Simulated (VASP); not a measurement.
# What goes wrong when CaB6 is relaxed with a bad input, part 2 of 2

Some relaxations of CaB6 get a fault in the input on purpose. Which of them show, and how? The starting structure is a measured crystal structure from the Crystallography Open Database. The first relaxation on each setting starts from this cell expanded by 3 % in volume.

VASP 6.6.1.

Results so far: reference 10.07 Å³ an atom; too few electronic steps 10.07 Å³ an atom.

The database entry behind the starting cell differs from later determinations by our own check (0.1 to 0.3 % short, old inner coordinate), so it need not match the best structure at ambient conditions.

## (4) Relaxation with an ionic step far too long

Level of this step: PBEsol; plane waves and PAW (Ca_sv, B) (VASP).

A slip made on purpose: an ionic step far too long. Against step 2 the input has IBRION = 1 and POTIM = 2 (also changed: NELM and NSW).

The input, INCAR:

```
SYSTEM = CaB6
PREC = Accurate
ENCUT = 450
EDIFF = 1E-06
NELM = 60
ISMEAR = 0
SIGMA = 0.03
LREAL = .FALSE.
ALGO = Normal
GGA = PS
NBANDS = 21
LORBIT = 11
LWAVE = .FALSE.
LCHARG = .FALSE.
KPAR = 8
IBRION = 1
NSW = 30
ISIF = 3
EDIFFG = -0.006
POTIM = 2
```

The input, POSCAR:

```
CaB6
1.0
    4.1860422731      0.0000000000      0.0000000000
    0.0000000000      4.1860422731      0.0000000000
    0.0000000000      0.0000000000      4.1860422731
Ca B
1 6
Direct
    0.5000000000      0.5000000000      0.5000000000
    0.0000000000      0.7070000000      0.0000000000
    0.0000000000      0.2930000000      0.0000000000
    0.7070000000      0.0000000000      0.0000000000
    0.2930000000      0.0000000000      0.0000000000
    0.0000000000      0.0000000000      0.7070000000
    0.0000000000      0.0000000000      0.2930000000
```

The input, KPOINTS:

```
Automatic mesh
0
Gamma
6 6 6
0 0 0
```

PAW data sets: Ca_sv and B (PBE family, release 64).

Started as:

```sh
mpirun -np 8 vasp_std
```

Log:

```text
[... set-up lines as in an earlier step ...]
 entering main loop
       N       E                     dE             d eps       ncg     rms          rms(c)
[... 4 cycles as in an earlier step ...]
DAV:   5    -0.521946720781E+02   -0.37901E-02   -0.37893E-02  1258   0.741E-01    0.101E+01
DAV:   6    -0.477108398854E+02    0.44838E+01   -0.64973E+00  1120   0.131E+01    0.510E+00
DAV:   7    -0.469888659604E+02    0.72197E+00   -0.47532E+00  1155   0.970E+00    0.149E+00
DAV:   8    -0.470308123852E+02   -0.41946E-01   -0.10626E+00  1146   0.563E+00    0.924E-01
[...]
DAV:  13    -0.469744249577E+02    0.36487E-04   -0.20984E-04  1098   0.764E-02    0.428E-03
DAV:  14    -0.469744253473E+02   -0.38960E-06   -0.11705E-05  1106   0.217E-02    0.211E-03
DAV:  15    -0.469744252280E+02    0.11927E-06   -0.25746E-07   603   0.300E-03
   1 F= -.46974425E+02 E0= -.46974425E+02  d E =-.469744E+02
[... from here on, the cycles between the ionic steps are left out ...]
   2 F= -.36001785E+02 E0= -.36001366E+02  d E =0.109726E+02
   3 F= -.46753879E+02 E0= -.46753879E+02  d E =-.107521E+02
   4 F= -.41670434E+02 E0= -.41669870E+02  d E =0.508345E+01
   5 F= -.47020680E+02 E0= -.47020667E+02  d E =-.535025E+01
   6 F= -.47080867E+02 E0= -.47080860E+02  d E =-.601870E-01
   7 F= -.46701581E+02 E0= -.46701581E+02  d E =0.379285E+00
   8 F= -.47095631E+02 E0= -.47095621E+02  d E =-.394049E+00
   9 F= -.47095726E+02 E0= -.47095717E+02  d E =-.957865E-04
 BRION: g(F)=  0.214E-05 g(S)=  0.130E-05 retain N=  2 mean eig= 1.02
 eig:   0.010  2.029
 reached required accuracy - stopping structural energy minimisation
```

It took 26 s on 8 MPI ranks of Intel Xeon 6975P-C (Granite Rapids), shared host; peak memory 1.6 GiB; 2.5 min of CPU time.

Parts of OUTCAR (step 4):

```text
  Total       -0.0039715     -0.0039715     -0.0039715      0.0000000      0.0000000      0.0000000
  in kB       -0.0903278     -0.0903278     -0.0903278      0.0000000      0.0000000      0.0000000
  external PRESSURE =      -0.0903278 kB  Pullay stress =       0.0000000 kB

 POSITION                                       TOTAL-FORCE (eV/Angst)
 -----------------------------------------------------------------------------------
      2.06499      2.06499      2.06499        -0.000000      0.000000      0.000000
      0.00000      2.89723     -0.00000        -0.000000     -0.001358      0.000000
      0.00000      1.23275     -0.00000         0.000000      0.001358     -0.000000
      2.89723      0.00000     -0.00000        -0.001358     -0.000000     -0.000000
      1.23275      0.00000     -0.00000         0.001358      0.000000      0.000000
      0.00000      0.00000      2.89723         0.000000     -0.000000     -0.001358
      0.00000      0.00000      1.23275        -0.000000      0.000000      0.001358
 -----------------------------------------------------------------------------------
    total drift:                                0.000000      0.000000     -0.000000

  FREE ENERGIE OF THE ION-ELECTRON SYSTEM (eV)
  ---------------------------------------------------
  free  energy   TOTEN  =       -47.0957263449 eV

  energy  without entropy=      -47.0957083543  energy(sigma->0) =      -47.09571735

[... 2 parts as in an earlier step ...]

[... 2 further parts left out ...]
[key lines of the parts left out:]
E-fermi :   4.6691
```

With an ionic step far too long the cell ends at 10.063 Å³ an atom, -0.04 % from the reference.

## (5) Relaxation with low precision and a small cutoff

A slip made on purpose: low precision and a small cutoff. Against step 2 the input has PREC = Low and ENCUT = 250 (also changed: NELM).

The input, INCAR:

```
SYSTEM = CaB6
PREC = Low
ENCUT = 250
EDIFF = 1E-06
NELM = 60
ISMEAR = 0
SIGMA = 0.03
LREAL = .FALSE.
ALGO = Normal
GGA = PS
NBANDS = 21
LORBIT = 11
LWAVE = .FALSE.
LCHARG = .FALSE.
KPAR = 8
IBRION = 2
NSW = 50
ISIF = 3
EDIFFG = -0.006
```

POSCAR is that of step 4.

KPOINTS is that of step 4.

Started as:

```sh
mpirun -np 8 vasp_std
```

Log:

```text
[... set-up lines as in an earlier step ...]
 entering main loop
       N       E                     dE             d eps       ncg     rms          rms(c)
DAV:   1     0.758875777041E+02    0.75888E+02   -0.89124E+03   848   0.704E+02
DAV:   2    -0.467460753907E+02   -0.12263E+03   -0.11884E+03  1108   0.207E+02
DAV:   3    -0.517897717089E+02   -0.50437E+01   -0.50303E+01  1424   0.365E+01
DAV:   4    -0.518661535651E+02   -0.76382E-01   -0.76272E-01  1195   0.378E+00
[...]
DAV:  12    -0.467281840108E+02   -0.18190E-04   -0.10941E-04  1165   0.560E-02    0.265E-02
DAV:  13    -0.467281582226E+02    0.25788E-04   -0.16089E-04  1134   0.646E-02    0.422E-03
DAV:  14    -0.467281581882E+02    0.34377E-07   -0.87107E-06  1093   0.167E-02
   1 F= -.46728158E+02 E0= -.46728158E+02  d E =-.467282E+02
[... from here on, the cycles between the ionic steps are left out ...]
   2 F= -.46778925E+02 E0= -.46778925E+02  d E =-.507669E-01
   3 F= -.46929276E+02 E0= -.46929272E+02  d E =-.201117E+00
   4 F= -.46911584E+02 E0= -.46911581E+02  d E =0.176916E-01
   5 F= -.46951227E+02 E0= -.46951224E+02  d E =-.219513E-01
   6 F= -.46951224E+02 E0= -.46951221E+02  d E =-.219486E-01
   7 F= -.46951191E+02 E0= -.46951188E+02  d E =0.330806E-04
   8 F= -.46951237E+02 E0= -.46951233E+02  d E =-.125033E-04
[...]
reached required accuracy - stopping structural energy minimisation
```

It took 5 s on 8 MPI ranks; peak memory 0.88 GiB.

From OUTCAR (step 5):

```text
  Total       -0.0058322     -0.0058322     -0.0058322     -0.0000000     -0.0000000      0.0000000
  in kB       -0.1361001     -0.1361001     -0.1361001     -0.0000000     -0.0000000      0.0000000
  external PRESSURE =      -0.1361001 kB  Pullay stress =       0.0000000 kB

 POSITION                                       TOTAL-FORCE (eV/Angst)
 -----------------------------------------------------------------------------------
      2.04738      2.04738      2.04738        -0.000000      0.000000      0.000000
      0.00000      2.87163      0.00000         0.000000      0.000263      0.000000
      0.00000      1.22314      0.00000        -0.000000     -0.000263     -0.000000
      2.87163      4.09477      0.00000         0.000263      0.000000      0.000000
      1.22314      0.00000      4.09477        -0.000263     -0.000000     -0.000000
      0.00000      4.09477      2.87163        -0.000000     -0.000000      0.000263
      0.00000      0.00000      1.22314         0.000000      0.000000     -0.000263
 -----------------------------------------------------------------------------------
    total drift:                                0.000000      0.000000     -0.000000

  FREE ENERGIE OF THE ION-ELECTRON SYSTEM (eV)
  ---------------------------------------------------
  free  energy   TOTEN  =       -46.9512368094 eV

  energy  without entropy=      -46.9512300578  energy(sigma->0) =      -46.95123343

[... 2 parts as in an earlier step ...]

[... 2 further parts left out ...]
[key lines of the parts left out:]
E-fermi :   4.8673
```

With low precision and a small cutoff the cell ends at 9.808 Å³ an atom, -2.57 % from the reference.

## (6) Relaxation with a loose electronic threshold

A slip made on purpose: a loose electronic threshold. Against step 2 the input has EDIFF = 0.01 (also changed: NELM and NSW).

INCAR, as its differences from that of step 5:

```diff
@@ -1,5 +1,5 @@
 SYSTEM = CaB6
-PREC = Low
-ENCUT = 250
-EDIFF = 1E-06
+PREC = Accurate
+ENCUT = 450
+EDIFF = 0.01
 NELM = 60
@@ -16,3 +16,3 @@
 IBRION = 2
-NSW = 50
+NSW = 30
 ISIF = 3
```

POSCAR is that of step 5.

KPOINTS is that of step 5.

Started as:

```sh
mpirun -np 8 vasp_std
```

Log:

```text
[... set-up lines as in an earlier step ...]
 entering main loop
       N       E                     dE             d eps       ncg     rms          rms(c)
[... 9 cycles as in an earlier step ...]
DAV:  10    -0.469743840892E+02    0.10918E-02   -0.30824E-02  1197   0.830E-01
   1 F= -.46974384E+02 E0= -.46974383E+02  d E =-.469744E+02
[... from here on, the cycles between the ionic steps are left out ...]
   2 F= -.46870097E+02 E0= -.46870097E+02  d E =0.104287E+00
   3 F= -.47074776E+02 E0= -.47074764E+02  d E =-.100392E+00
   5 F= -.47089528E+02 E0= -.47089521E+02  d E =-.139161E-01
   7 F= -.47093847E+02 E0= -.47093837E+02  d E =-.182349E-01
   9 F= -.47093512E+02 E0= -.47093502E+02  d E =0.335441E-03
  11 F= -.47093727E+02 E0= -.47093717E+02  d E =-.213672E-03
  13 F= -.47094041E+02 E0= -.47094031E+02  d E =-.296287E-03
  15 F= -.47095768E+02 E0= -.47095759E+02  d E =-.202327E-02
  17 F= -.47081261E+02 E0= -.47081255E+02  d E =0.124838E-01
  19 F= -.47094341E+02 E0= -.47094332E+02  d E =-.595383E-03
  21 F= -.47095562E+02 E0= -.47095552E+02  d E =-.122097E-02
  23 F= -.47092994E+02 E0= -.47092985E+02  d E =0.134621E-02
  25 F= -.47094129E+02 E0= -.47094120E+02  d E =0.211371E-03
  27 F= -.47093484E+02 E0= -.47093475E+02  d E =0.644901E-03
  29 F= -.47095525E+02 E0= -.47095516E+02  d E =-.139599E-02
  30 F= -.47095494E+02 E0= -.47095484E+02  d E =-.136431E-02
[...]
opt :   0.4559  next Energy=   -47.095501 (dE=-0.137E-02)
```

Elapsed: 32 s, on 8 MPI ranks; peak memory 1.6 GiB.

From OUTCAR (step 6):

```text
  Total       -0.0307458     -0.0307458     -0.0307458     -0.0000000      0.0000000      0.0000000
  in kB       -0.6983189     -0.6983189     -0.6983189     -0.0000000      0.0000000      0.0000000
  external PRESSURE =      -0.6983189 kB  Pullay stress =       0.0000000 kB

 POSITION                                       TOTAL-FORCE (eV/Angst)
 -----------------------------------------------------------------------------------
      2.06594      2.06594      2.06594        -0.000000     -0.000000     -0.000000
     -0.00000      2.89952     -0.00000         0.000000     -0.058777     -0.000000
     -0.00000      1.23236     -0.00000        -0.000000      0.058777     -0.000000
      2.89952     -0.00000     -0.00000        -0.058777      0.000000     -0.000000
      1.23236     -0.00000     -0.00000         0.058777     -0.000000     -0.000000
      0.00000      0.00000      2.89952        -0.000000     -0.000000     -0.058777
      0.00000      0.00000      1.23236         0.000000      0.000000      0.058777
 -----------------------------------------------------------------------------------
    total drift:                                0.000000      0.000000     -0.000000

  FREE ENERGIE OF THE ION-ELECTRON SYSTEM (eV)
  ---------------------------------------------------
  free  energy   TOTEN  =       -47.0954935084 eV

  energy  without entropy=      -47.0954746931  energy(sigma->0) =      -47.09548410

[... 1 part as in an earlier step ...]

[... 2 further parts left out ...]
[key lines of the parts left out:]
E-fermi :   4.6485
```

The relaxation used up its 30 ionic steps (NSW) before forces and stress met EDIFFG.

## (7) All runs side by side

```tsv
run	ended	volume (Å³/atom)	change (%)	pressure left (GPa)	core minutes
reference	converged	10.067	-	-0.06	3.15
too few electronic steps	converged	10.068	0.01	-0.08	4.4
an ionic step far too long	converged	10.063	-0.04	-0.01	3.47
low precision and a small cutoff	converged	9.808	-2.57	-0.01	0.667
a loose electronic threshold	not converged	-	-	-	4.27
```

Core minutes are wall time times ranks, summed over the relaxations behind a row (those for a bulk modulus apart), on shared hosts.

## (8) Outcome

| Quantity | Value |
| --- | --- |
| volume of the reference | 10.07 Å³/atom |
| volume against the reference, too few electronic steps | +0.01 % |
| volume against the reference, an ionic step far too long | -0.04 % |
| volume against the reference, low precision and a small cutoff | -2.57 % |
| run with a loose electronic threshold | not converged |

The run with a loose electronic threshold didn't converge. Finished, but with signs in the output that stand out against the reference: too few electronic steps, with the volume changed by less than 0.1 % (signs: warnings that the electronic loop ran out of cycles, 35.5 GPa at the first ionic step (of the first relaxations, not shown; reference: -4.0 GPa) and an energy that rises by up to 1.4 eV an atom on the way); an ionic step far too long, with the volume changed by less than 0.1 % (signs: an energy that rises by up to 1.6 eV an atom on the way); low precision and a small cutoff, with the volume changed by -2.6 % (signs: -8.9 GPa at the first ionic step (of the first relaxations, not shown; reference: -4.0 GPa)). The reference was restarted once and the runs with a slip weren't, so their cells may not have settled fully. Further runs on this material are not shown.

[Lines on the potential files, build, host, timing and source positions are cut from VASP's logs without a mark.]

[Logs are printed without paths, hosts, clocks, repeated set-up lines and the standing remarks that a program may print on its own settings, such as how far it seeks lower states.]

[Hosts, paths, dates, database ids (printed as entryN), source tags and the programs' standing remarks are cut or masked in the printed files.]
